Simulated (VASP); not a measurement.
VASP runs on Y (space group P6_3/mmc) share one base input (PBE GGA, plane waves, VASP's PBE PAW potentials (set 64)) and change the settings named in each case.

### POSCAR
```
Y
1
    1.8250000000    -3.1609930000     0.0000000000
    1.8250000000     3.1609930000     0.0000000000
    0.0000000000     0.0000000000     5.7300000000
Y
2
Direct
  0.3333330000   0.6666670000   0.2500000000
  0.6666670000   0.3333330000   0.7500000000
```

**INCAR**
```
ALGO  =  Normal
EDIFF  =  1E-6
ENCUT  =  300
GGA  =  PE
ISIF  =  2
ISMEAR  =  -1
LASPH  =  .True.
LCHARG  =  .False.
LMAXMIX  =  4
LREAL  =  .False.
LWAVE  =  .False.
NELM  =  100
PREC  =  Accurate
SIGMA  =  0.1
SYSTEM  =  Y
```

File KPOINTS:
```
Automatic mesh
0
Gamma
10 10 6
0 0 0
```

POTCAR, in this order: Y_sv (PBE.64 set). Program: vasp_std.

```
change                                                                                                              E(σ→0) (eV/atom)  pressure (GPa)  −TS (eV)
------------------------------------------------------------------------------------------------------------------  ----------------  --------------  --------
base run                                                                                                                     -6.4316           -0.43   -0.1217
GGA removed, POTCAR Y_sv (LDA.64 set)                                                                                        -6.9036             ___       ___
GGA_COMPAT = .FALSE., LNONCOLLINEAR = .TRUE., LSORBIT = .TRUE., MAGMOM = 0.0 0.0 0.0 0.0 0.0 0.0, program vasp_ncl           -6.4804             ___   -0.1217
KPOINTS 3×3×2 Γ-centred mesh                                                                                                 -6.3864           -1.11   -0.1309
```

Q: Some entries are withheld; supply them.

A: 
- GGA_COMPAT = .FALSE., LNONCOLLINEAR = .TRUE., LSORBIT = .TRUE., MAGMOM = 0.0 0.0 0.0 0.0 0.0 0.0, program vasp_ncl, pressure (GPa): -0.46
- GGA removed, POTCAR Y_sv (LDA.64 set), pressure (GPa): -4.04
- GGA removed, POTCAR Y_sv (LDA.64 set), −TS (eV): -0.1222

Energies of different potentials or functionals have different zeros.  At 300 eV the pressure can carry a Pulay error.

Left out are runs that ran out of time, are held back, or changed the cell or the kind of run, fixed moments of cells without a moment, rows past the twelfth, gaps on odd meshes, pressures of charged cells and columns that move by less than the noise.

The structure is a typed Y crystal (P6_3/mmc). The cell was not relaxed at this level.
